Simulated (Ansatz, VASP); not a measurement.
# Cross-check of Ge (Germanium) between VASP and Ansatz, part 2 of 2

Aim: how closely do two programs agree when they are given the same cell, functional and k mesh? The cell is taken from a series of runs on this material, whose earlier steps may have relaxed, scaled, displaced or heated it; both programs get it as it stands.

VASP 6.6.1 and Ansatz 0.2.0.

So far: Starting point; VASP: zone-centre phonons, LDA.

### 2. VASP: zone-centre phonons, LDA (continued)

Level of this step: LDA; plane waves and PAW (Ge_d) (VASP).

Numbers of over 12 decimals in the logs are rounded to 6 here.

Parts of OUTCAR (step 2):

```text
ion  position               nearest neighbor table
   1  0.502  0.502  0.502-   2 2.39   2 2.39   2 2.39   2 2.43
   2  0.748  0.748  0.748-   1 2.39   1 2.39   1 2.39   1 2.43

  LATTYP: Found a trigonal (rhomboedric) cell.
 ALAT       =     3.9675940992
 COS(alpha) =     0.5277943584

 Subroutine GETGRP returns: Found 12 space group operations
 (whereof  6 operations were pure point group operations)

The static configuration has the point symmetry C_3v.
 The point group associated with its full space group is D_3d.

   k-points           NKPTS =   1728   k-points in BZ     NKDIM =   1728   number of bands    NBANDS=     20

   dimension x,y,z NGX =    30 NGY =   30 NGZ =   30
   dimension x,y,z NGXF=    60 NGYF=   60 NGZF=   60

   ENCUT  =  500.0 eV  36.75 Ry    6.06 a.u.   7.23  7.23  7.23*2*pi/ulx,y,z

   NELECT =      28.0000    total number of electrons

 k-points in reciprocal lattice and weights: Points of the shifted mesh
   0.04166667  0.04166667  0.04166667       0.001
   0.04166667  0.04166667  0.12500000       0.001
   0.04166667  0.04166667  0.20833333       0.001
   0.04166667  0.04166667  0.29166667       0.001
   0.04166667  0.04166667  0.37500000       0.001
   0.04166667  0.04166667  0.45833333       0.001
   0.04166667  0.04166667  0.54166667       0.001
   0.04166667  0.04166667  0.62500000       0.001
   0.04166667  0.04166667  0.70833333       0.001
[...]
0.95833333  0.95833333  0.87500000       0.001
   0.95833333  0.95833333  0.95833333       0.001

 average (electrostatic) potential at core
       1 -74.8058       2 -74.8058

  Total        1.0787076      1.0787076      1.0787076     -0.5307217     -0.5307217     -0.5307217
  in kB       40.8727001     40.8727001     40.8727001    -20.1092769    -20.1092769    -20.1092769
  external PRESSURE =      40.8727001 kB  Pullay stress =       0.0000000 kB

  energy-cutoff  :      500.00
  volume of cell :       42.28
      direct lattice vectors                 reciprocal lattice vectors
     0.078542531  2.804962924  2.804962924    -0.185922781  0.180858513  0.180858513
     2.804962924  0.078542531  2.804962924     0.180858513 -0.185922781  0.180858513
     2.804962924  2.804962924  0.078542531     0.180858513  0.180858513 -0.185922781

 POSITION                                       TOTAL-FORCE (eV/Angst)
 -----------------------------------------------------------------------------------
      2.85519      2.85519      2.85519         0.001677      0.001677      0.001677
      4.25539      4.25539      4.25539        -0.001677     -0.001677     -0.001677
 -----------------------------------------------------------------------------------
    total drift:                                0.000000      0.000000      0.000000

 Eigenvectors and eigenvalues of the dynamical matrix
 ----------------------------------------------------

   1 f  =    9.377629 THz    58.921381 2PiTHz  312.804033 cm-1    38.782740 meV
             X         Y         Z           dx          dy          dz
      2.855192  2.855192  2.855192    -0.345555   -0.227777    0.573332
      4.255394  4.255394  4.255394     0.345555    0.227777   -0.573332

   2 f  =    9.377629 THz    58.921381 2PiTHz  312.804033 cm-1    38.782740 meV
             X         Y         Z           dx          dy          dz
      2.855192  2.855192  2.855192    -0.462520    0.530520   -0.068000
      4.255394  4.255394  4.255394     0.462520   -0.530520    0.068000

   3 f  =    9.109171 THz    57.234607 2PiTHz  303.849226 cm-1    37.672486 meV
             X         Y         Z           dx          dy          dz
      2.855192  2.855192  2.855192    -0.408248   -0.408248   -0.408248
      4.255394  4.255394  4.255394     0.408248    0.408248    0.408248

   4 f  =    0.000000 THz     0.000001 2PiTHz    0.000004 cm-1     0.000001 meV
             X         Y         Z           dx          dy          dz
      2.855192  2.855192  2.855192    -0.036301   -0.704086   -0.054264
      4.255394  4.255394  4.255394    -0.036301   -0.704086   -0.054264

   5 f  =    0.000000 THz     0.000000 2PiTHz    0.000002 cm-1     0.000000 meV
             X         Y         Z           dx          dy          dz
      2.855192  2.855192  2.855192    -0.705567    0.033910    0.032019
      4.255394  4.255394  4.255394    -0.705567    0.033910    0.032019

   6 f/i=    0.000000 THz     0.000001 2PiTHz    0.000004 cm-1     0.000000 meV
             X         Y         Z           dx          dy          dz
      2.855192  2.855192  2.855192     0.029280   -0.055790    0.704294
      4.255394  4.255394  4.255394     0.029280   -0.055790    0.704294

 ELASTIC MODULI CONTR FROM IONIC RELAXATION (kBar)
 Direction    XX          YY          ZZ          XY          YZ          ZX
 --------------------------------------------------------------------------------
 XX          -5.7958     -3.9300     -3.9300     13.0668     38.1607      9.5459
 YY          -3.9300     -5.7958     -3.9300      9.5459     13.0668     38.1607
 ZZ          -3.9300     -3.9300     -5.7958     38.1607      9.5459     13.0668
 XY          13.0668      9.5459     38.1607   -351.1528     40.3451     40.3451
 YZ          38.1607     13.0668      9.5459     40.3451   -351.1528     40.3451
 ZX           9.5459     38.1607     13.0668     40.3451     40.3451   -351.1528
 --------------------------------------------------------------------------------
```

### 3. Ansatz: zone-centre phonons, LDA

Ansatz runs on its PAW soft_1 files.

The same cell, functional (in two slightly different forms), mesh and smearing now go to Ansatz, which takes its cutoff from its data sets.

The input, input.yaml:

```yaml
crystal:
  lattice:
    - [0.0785425315, 2.8049629237, 2.8049629237]
    - [2.8049629237, 0.0785425315, 2.8049629237]
    - [2.8049629237, 2.8049629237, 0.0785425315]
  atoms:
    - { symbol: Ge, position: [0.5019262636, 0.5019262636, 0.5019262636] }
    - { symbol: Ge, position: [0.7480737364, 0.7480737364, 0.7480737364] }
kpoints:
  mp_grid: { grid: [12, 12, 12], shift: [0.5, 0.5, 0.5] }
hamiltonian:
  xc: lda
  pseudopotentials: { kind: paw, azcp: { folder: soft_1 }, xc_functional: pbe }
scf:
  occupations: { method: gaussian, width: 0.015 }
output:
  eigenvalues: true
phonons:
  method: dfpt
```

On the command line:

```console
$ ansatz run input.yaml --threads 4 --pin off --max-ram 10240MiB --backend cpu --events-out ev --progress --plain --runs-dir out
```

The log of the run:

```text
Engine: ansatz 0.2.0, aarch64-unknown-linux-gnu
Pseudopotentials: kind: paw
Pseudopotential: Ge, paw, valence charge 14, recommended cutoff 420 eV (normal), soft_1/Ge.paw.azcp
Functional definition: SPW92
  exchange = slater_x
  correlation = pw_c
Crystal: 2 atoms, lattice volume = 42.284 Å³
Basis set: ecut = 420 eV, 851 PW (Γ), exchange–correlation on 64×64×64 points (8 copies of the dense FFT grid, shifted against one another)
Bands: 18, of which v1, the nominal top of the filled ones, is band 14 counted from 1 (13 counted from 0)
Symmetry: 12 space group operations
k-points: 468 of 1728 (irreducible under 2 space group operations, time reversal used)
Non-local potential: Ge, projectors of the file, l = 0: 2, l = 1: 2, l = 2: 3, l = 3: 1
PAW form: soft (Blöchl's): semilocal exchange-correlation on the pseudo side does not see the compensation charge
PAW frozen core: Ge, regenerated for the run's functional, and the local potential with it (the file was generated under x = pbe(κ = 0.804, μ = 0.219515), c = pbe(β = 0.066725))
PAW one-centre angular grid: Ge, 590 points (default); XC on 64 Gauss nodes
Initial density: superposition of atomic densities (chi_scale 0.1, normalization cell)
Initial wavefunctions: pseudopotential atomic-orbital guess
Functional: x = slater, c = lda
SCF iter   1: F=—  HF=-8431.561371 eV  |F-HF|=—  |Δ(HF+E_count)|=         —  Δρ=3.79e-2  dr2=5.57e-1  ethr=3.10e-3  ⟨swp⟩=6.0  Hψ=40087  notcnv=0
preconditioner: auto → none  [insulator: Δε(μ)=0.421 eV  Ē_g=23.710 eV  σ=0.015 eV  W_gap=1.00  n_scr=14 (ndim 8)  ℏωp=30.2 eV  f_vac=0.000  D(μ)=0.00/eV (n_scr^D=0)  ε∞_Penn≈2.6]
SCF iter   2: F=—  HF=-8431.423439 eV  |F-HF|=—  |Δ(HF+E_count)|=   1.38e-1  Δρ=1.71e-2  dr2=8.79e-2  ethr=1.99e-3  ⟨swp⟩=2.0  Hψ=14040  notcnv=0
SCF iter   3: F=—  HF=-8431.407816 eV  |F-HF|=—  |Δ(HF+E_count)|=   1.56e-2  Δρ=2.79e-3  dr2=9.01e-4  ethr=3.14e-4  ⟨swp⟩=2.0  Hψ=12181  notcnv=0
SCF iter   4: F=—  HF=-8431.407748 eV  |F-HF|=—  |Δ(HF+E_count)|=   6.73e-5  Δρ=4.78e-4  dr2=7.60e-5  ethr=3.22e-6  ⟨swp⟩=2.0  Hψ=16839  notcnv=0
SCF iter   5: F=—  HF=-8431.407597 eV  |F-HF|=—  |Δ(HF+E_count)|=   1.51e-4  Δρ=9.03e-5  dr2=2.06e-6  ethr=2.71e-7  ⟨swp⟩=2.0  Hψ=16783  notcnv=0
SCF iter   6: F=—  HF=-8431.407596 eV  |F-HF|=—  |Δ(HF+E_count)|=   1.14e-6  Δρ=2.28e-5  dr2=1.69e-7  ethr=7.35e-9  ⟨swp⟩=2.0  Hψ=14945  notcnv=0
SCF iter   7: F=—  HF=-8431.407596 eV  |F-HF|=—  |Δ(HF+E_count)|=   6.98e-8  Δρ=4.29e-6  dr2=3.75e-9  ethr=6.04e-10  ⟨swp⟩=3.0  Hψ=15248  notcnv=0
SCF iter   8: F=—  HF=-8431.407596 eV  |F-HF|=—  |Δ(HF+E_count)|=   3.16e-9  Δρ=3.14e-7  dr2=1.57e-11  ethr=1.34e-11  ⟨swp⟩=2.0  Hψ=14054  notcnv=0
SCF iter   9: F=-8431.407596 eV  HF=-8431.407596 eV  |F-HF|=3.64e-12  |Δ(HF+E_count)|=  1.82e-12  Δρ=5.27e-8  dr2=5.77e-13  ethr=1.00e-12  ⟨swp⟩=5.0  Hψ=34677  notcnv=0
SCF 1 converged in 9 iterations: F = -8431.407596 eV  dr2 = 5.77e-13
  greatest PAW one-centre occupation: 0.998 electrons in one spin orbital (limit 2), on the Ge atom at site 1 (counted from 0), in its partial waves of l = 2
DFPT response loops at Γ: preconditioner auto → none (the input reference at scf.mixing.eps_inf says where Resta's filter doesn't serve); β = 0.50; Broyden in place of MSR1
SCF converged after 9 iterations
Free energy (F): -8431.407596 eV
Harris-Foulkes:  -8431.407596 eV  (|F-HF|=3.64e-12)
Internal energy: -8431.407596 eV  (E = F + TS)
E sigma→0 (E₀):  -8431.407596 eV
Fermi energy:    9.393857 eV
--- Per-component energies (eV) ---
  E_band       = -288.698567
  E_kinetic    = 188.623009
  E_local      = -4411.599365  (includes V_loc(G=0)·N_el)
  E_nonlocal   = 442.768136
  E_hartree    = 2107.875285
  E_xc         = -143.900023
  E_vxc        = -132.647136  (∫ρ·V_xc dr)
  E_paw        = -3869.594218  (= ΣΔE_a)
  E_vpaw       = -591.593878  (= ΣTr[D̂ρ^β])
  E_aug_tail   = 0.000035  (compensation charges beyond the density's cutoff)
  E_ewald      = -2749.397108
  E_core_change = 3.816653  (= ΣΔE_core)
  E_smearing   = -0.000000  (= −TS)
  E_closure    = -0.000000  (closes the sum)
  Σ components = -8431.407596   (vs F -8431.407596, Δ=0.00e0)
--- Band table (eV; the first three rows and the last of 468) ---
  k-point 0: bands = [... 10 lower, -4.1661, 8.2308, 9.2705, 9.2705, 10.0428, 11.6151, 11.9321, 11.9321]
  k-point 1: bands = [... 10 lower, -4.0456, 7.2656, 8.4466, 9.1672, 10.5938, 12.0412, 12.0679, 12.5484]
  k-point 2: bands = [... 10 lower, -3.7441, 5.7197, 7.8435, 8.7845, 10.4245, 12.5069, 12.6319, 13.8520]
  k-point 467: bands = [... 10 lower, -1.8444, 1.2300, 7.2330, 7.6431, 9.5176, 12.7249, 13.0197, 16.1746]
--- Phonons (Γ-DFPT): 1 representative perturbation + reference, on 468 of 1728 k-points (Σ response iterations 3) ---
  k mesh reduced under 2 symmetry operations, with k and −k counted as one. Each operation leaves every solved perturbation unchanged. A smaller set is not used because it would not reduce the number of displacements times k-points to solve
  ASR residual: 4.865e-6 → 0.000e0 eV/Å²; symmetrization residual: 1.803e-12 eV/Å²
  ASR residual per site (eV/Å²): 4.87e-6 4.87e-6
  Γ frequencies (cm⁻¹): 0.00 0.00 0.00 302.77 312.14 312.14
  non-analytic LO–TO correction: not included (Born effective charges unavailable; polar crystals: no LO–TO splitting at Γ)
```

### 4. Side by side

Known differences besides the potentials themselves: the cutoff is 420 eV in Ansatz and 500 eV in VASP; VASP's log shows a relativistic correction to its local exchange, Ansatz's none. Total energies have different zeros and are not compared.

Both answers:

```
                  quantity  Ansatz   VASP  difference
     optical mode 1 (cm⁻¹)   302.8  303.8     -0.36 %
optical mode 2 to 3 (cm⁻¹)   312.1  312.8     -0.21 %
```

Modes are paired by rising frequency, not by their patterns, so a pair may set unlike modes beside each other; they are those without the splitting of longitudinal modes.

### 5. Results

- r.m.s. difference of the optical zone-centre modes, each program's sorted by frequency (zone-centre phonons, LDA): 0.83 cm⁻¹

In words: The r.m.s. difference of the optical zone-centre modes, each program's sorted by frequency is 0.83 cm⁻¹ (zone-centre phonons, LDA). How closely two codes agree says nothing of how well the functional describes the real material.

[Lines on the potential files, build, host, timing and source positions are cut from VASP's logs without a mark.]

[Logs are printed without paths, hosts, clocks, repeated set-up lines and the standing remarks that a program may print on its own settings, such as how far it seeks lower states.]

[Hosts, paths, dates, database ids (printed as entryN), source tags and the programs' standing remarks are cut or masked in the printed files.]
